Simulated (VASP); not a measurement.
Data:

```
CELL_PARAMETERS angstrom
      4.04730     0.00000     0.00000
     -2.02365     3.50506     0.00000
      0.00000     0.00000     3.84541
ATOMIC_POSITIONS crystal
  Si 0.33333 0.66667 0.50000
  Si 0.66667 0.33333 0.50000
  Ho 0.00000 0.00000 0.00000
```

Method: PBEsol GGA, VASP's PBE PAW potentials (set 64) (plane waves; VASP). Numerical set-up: 400 eV cut-off, Gaussian smearing of 0.050 eV, potentials Si Ho_3.

The 4f electrons are frozen in the core of the lanthanide potential, so 4f levels, which can set the real gap, and their magnetism are missing.

Problem. Give the energies of bands 5 to 11 at the high-symmetry points, in eV from the Fermi level.

Solution. 
| band | Γ | M | K | A | L | H |
|---|---|---|---|---|---|---|
| 5 | -3.65 | -9.02 | -9.04 | -6.48 | -7.72 | -9.05 |
| 6 | -3.65 | -4.00 | -6.52 | -2.56 | -4.71 | -4.95 |
| 7 | -1.95 | -2.92 | -1.46 | -2.56 | -3.70 | -3.16 |
| 8 | -1.58 | -2.35 | -1.46 | -1.38 | -3.33 | -3.16 |
| 9 | -1.24 | 1.18 | 0.91 | -1.38 | -0.23 | 0.91 |
| 10 | 1.06 | 1.73 | 0.91 | 0.02 | 3.33 | 2.63 |
| 11 | 1.06 | 2.82 | 1.19 | 0.47 | 3.93 | 2.63 |

It has no gap at this level: it comes out as a metal or semimetal.

The structure comes from a measured HoSi2 entry (P6/mmm) of the Crystallography Open Database, whose conditions weren't checked. It was relaxed first, which changed the volume by +5 %. The electron count is odd and the run is not spin-polarised, which forces a metal.
